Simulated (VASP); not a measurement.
An input for Ansatz (written as the equivalent of a VASP run, and not itself run):

Ansatz 0.2 input:
```yaml
crystal:
  lattice:
    - [4.0232870, 0.0000000, 0.0000000]
    - [0.0000000, 4.0232870, 0.0000000]
    - [0.0000000, 0.0000000, 4.0232870]
  atoms:
    - { symbol: Sr, position: [0.0000000, 0.0000000, 0.0000000] }
    - { symbol: Te, position: [0.5000000, 0.5000000, 0.5000000] }
kpoints:
  mp_grid: { grid: [7, 7, 7] }
hamiltonian:
  xc: pbesol
  pseudopotentials: { kind: paw }
scf:
  occupations: { method: tetrahedron }
  max_iter: 100
output: { forces: true, stress: true, eigenvalues: true }
```

Question: Write the VASP files for the same calculation (PBEsol).

Answer: This is not unique; one that fits is 
### POSCAR
```
SrTe
1
    4.0232869643     0.0000000000     0.0000000000
    0.0000000000     4.0232869643     0.0000000000
    0.0000000000     0.0000000000     4.0232869643
Sr Te
1 1
Direct
  0.0000000000   0.0000000000   0.0000000000
  0.5000000000   0.5000000000   0.5000000000
```

**INCAR**
```
! general
SYSTEM =SrTe
PREC   =Accurate
ENCUT  =400   ! plane-wave cut-off (eV)
LREAL  =.FALSE.   ! projection in real space or not
LASPH  =.TRUE.   ! aspherical one-centre terms

! electronic loop
EDIFF  =1E-7
NELM   =100
ALGO   =Normal
LMAXMIX=4   ! l cut-off of mixed one-centre charges

! smearing
ISMEAR =-5

! functional
GGA    =PS

! ions
ISIF   =2   ! forces and stress, cell fixed

! output
LWAVE  =.FALSE.
LCHARG =.TRUE.
LORBIT =11   ! lm-projected
NEDOS  =601   ! DOS grid
```

File KPOINTS:
```
Regular mesh
0
gamma
 7 7 7
0 0 0
```

POTCAR, in this order: Sr_sv Te (PBE.64 set). Program: vasp_std.

The two are equivalent in intent, not identical: each code has its own PAW files, so the cut-off isn't converted (ENCUT is set for VASP's; basis.ecutwfc is left out, and Ansatz then takes the one that its files recommend); Ansatz stops its SCF on the density residual and VASP on the energy change (EDIFF).

The structure was generated: SrTe was put into the CsCl type type (Pm-3m), which need not be its known phase. It was relaxed first, which changed the volume by -20 %.
